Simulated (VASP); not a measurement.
Calculation: vdW-DF2, VASP's PBE PAW potentials (set 64) (plane waves; VASP).

A VASP calculation is set up with these files.

### KPOINTS
```
Automatic mesh
0
Gamma
7 7 7
0 0 0
```

### INCAR
```
# general
SYSTEM    =  ZnSe
PREC      =  Accurate
ENCUT     =  520
LREAL     =  .False.
LASPH     =  .True.

# electronic loop
EDIFF     =  1E-6
NELM      =  100
ALGO      =  Normal
LMAXMIX   =  4

# smearing
ISMEAR    =  0
SIGMA     =  0.05

# functional
GGA       =  ML
LUSE_VDW  =  .True.
AGGAC     =  0.0
ZAB_VDW   =  -1.8867

# ions
IBRION    =  2
NSW       =  60
ISIF      =  3
EDIFFG    =  -0.01

# output
LWAVE     =  .False.
LCHARG    =  .False.
```

POSCAR:
```
ZnSe
1.0
  0.0000000000   2.9495915226   2.9495915226
  2.9495915226   0.0000000000   2.9495915226
  2.9495915226   2.9495915226   0.0000000000
Zn Se
1 1
Cart
  0.0000000000   2.9495915226   2.9495915226
  1.4747957613   1.4747957613   1.4747957613
```

POTCAR, in this order: Zn Se (PBE.64 set). Program: vasp_std.

Task: What does the run give for the energy per atom (σ→0), volume per atom, band gap (on the k-mesh)?

Result: 
| Quantity | Value |
|---|---|
| energy per atom (σ→0) | -0.384 eV/atom |
| band gap (on the k-mesh) | 0.57 eV |
| volume per atom | 25.62 Å³/atom |

OSZICAR:
```
...
       N       E                     dE             d eps       ncg     rms          rms(c)
DAV:   1    -0.769419703671E+00   -0.43944E-03   -0.58308E-03   630   0.146E+00    0.143E-01
DAV:   2    -0.769049310814E+00    0.37039E-03   -0.13874E-03   610   0.907E-01    0.506E-02
DAV:   3    -0.769007480187E+00    0.41831E-04   -0.46651E-05   555   0.590E-02    0.242E-02
DAV:   4    -0.768998362539E+00    0.91176E-05   -0.44864E-06   570   0.275E-02    0.931E-03
DAV:   5    -0.768997225849E+00    0.11367E-05   -0.11619E-06   285   0.213E-02    0.875E-04
DAV:   6    -0.768997307734E+00   -0.81885E-07   -0.72877E-07   270   0.124E-02
   2 F= -.76899731E+00 E0= -.76899731E+00  d E =-.170735E-04
```

The compound is ZnSe in the zinc blende structure. This run relaxes it. Symmetry was kept, so distortions that lower it aren't found. The start is the result of an earlier pass.
